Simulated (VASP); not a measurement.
Data:

```
Ni
1.0
    0.00000     1.69282     1.69282
    1.69282     0.00000     1.69282
    1.69282     1.69282     0.00000
Ni
1
Direct
  0.00000   0.00000   0.00000
```
Starting moments (μB, in the order of the record's atoms Ni): 0.6.

Level of theory: PBE GGA, VASP's PBE PAW potentials (set 64) (plane waves; VASP). Run with 500 eV cut-off, 18×18×18 Γ-centred mesh, first-order Methfessel-Paxton smearing of 0.10 eV, potentials Ni.

Task: What does the run give for the cell moment, energy per atom (σ→0), pressure, band gap (on the k-mesh) with the smallest direct gap where there is one?

Result: 
The band gap (on the k-mesh) is none (metal, semimetal or under 0.01 eV) and the cell moment comes out as 0.60 μB. The energy per atom (σ→0) comes out as -5.374 eV/atom and the pressure comes out as 29.82 GPa.

Task: Give the moment on each site (PAW-sphere projection).

Result: 
| site | moment (μB) |
|---|---|
| Ni1 | 0.60 |

Only differences to runs with the same potentials and settings are physical.

The compound is Ni in the fcc structure. It was relaxed first under an external pressure of 30 GPa.
